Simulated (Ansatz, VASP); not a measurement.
This is a calculation of Mg6ZrW for Ansatz 0.2.0. The cell comes from a database or a generator and needn't be the stable form of this composition.

The input input.yaml:

```yaml
crystal:
  lattice:
    - [4.942009, 0.0, 0.0]
    - [0.0, 3.039532, 5.5742655]
    - [0.0, -3.039532, 5.5742655]
  atoms:
    - { symbol: W, position: [0.5, 0.698447, 0.698447] }
    - { symbol: Zr, position: [0.0, 0.800493, 0.800493] }
    - { symbol: Mg, position: [0.5, 0.175336, 0.175336] }
    - { symbol: Mg, position: [0.5, 0.680937, 0.174545] }
    - { symbol: Mg, position: [0.5, 0.174545, 0.680937] }
    - { symbol: Mg, position: [0.0, 0.328563, 0.328563] }
    - { symbol: Mg, position: [0.0, 0.814569, 0.327109] }
    - { symbol: Mg, position: [0.0, 0.327109, 0.814569] }
hamiltonian:
  xc: rpbe
  pseudopotentials: { kind: paw }
kpoints:
  mp_grid: { grid: [6, 5, 5] }
scf:
  occupations: { method: gaussian, width: 0.05 }
output:
  forces: true
  stress: true
  eigenvalues: true
```

Potentials or basis: Ansatz PAW.

The run is started by

```sh
$ ansatz run input.yaml --threads 4 --pin off --max-ram 11264MiB --backend cpu --events-out ev --progress --plain --runs-dir out
```

What does the same run look like in VASP 6.6.1? Potentials or basis there: PBE PAW files Mg, W_sv, Zr_sv, 520 eV.

As run (cutoffs and basis follow the program's own potentials, and thresholds, step limits or extra output files can differ):

File INCAR:

```
PREC = Accurate ; ENCUT = 520
EDIFF = 1E-7 ; ISMEAR = 0
SIGMA = 0.05 ; LREAL = False
LASPH = True ; NELM = 60
ALGO = Normal ; ISIF = 2
LWAVE = False ; LCHARG = True
GGA = RP ; LELF = True
LVHAR = True ; NBANDS = 29
```

The input KPOINTS:

```
regular mesh
0
Gamma
  6 5 5
```

The input POSCAR:

```
Mg6ZrW
1.0
    4.9420090000      0.0000000000      0.0000000000
    0.0000000000      3.0395320000      5.5742655000
    0.0000000000     -3.0395320000      5.5742655000
W Zr Mg
1 1 6
Cartesian
    2.4710045000      0.0000000000      7.7866580314
    0.0000000000      0.0000000000      8.9243210258
    2.4710045000      0.0000000000      1.9547388314
    2.4710045000      1.5391946885      4.7686837985
    2.4710045000     -1.5391946885      4.7686837985
    0.0000000000      0.0000000000      3.6629947910
    0.0000000000      1.4816502687      6.3640162875
    0.0000000000     -1.4816502687      6.3640162875
```

Potentials or basis: VASP PAW PBE potentials, release 64 (W_sv, Zr_sv, Mg).

Launch:

```sh
$ cat potpaw_PBE.64/W_sv/POTCAR potpaw_PBE.64/Zr_sv/POTCAR potpaw_PBE.64/Mg/POTCAR > POTCAR
$ mpirun -np 1 vasp_std > vasp.out
```

Both were run:

|  | Ansatz | VASP |
| --- | --- | --- |
| Pressure | 1.7 GPa | 1.5 GPa |

Ansatz's pressure holds a Pulay term of +0.01 GPa for its cutoff of 420 eV, which the other run lacks.

The potentials hold 86 and 38 valence electrons a cell.

Ansatz's potentials were made for PBE. VASP's potentials were made for PBE.

Where Ansatz's input types no cutoff or centring, it takes its own default and a Γ-centred mesh.

Pressure is positive in compression.
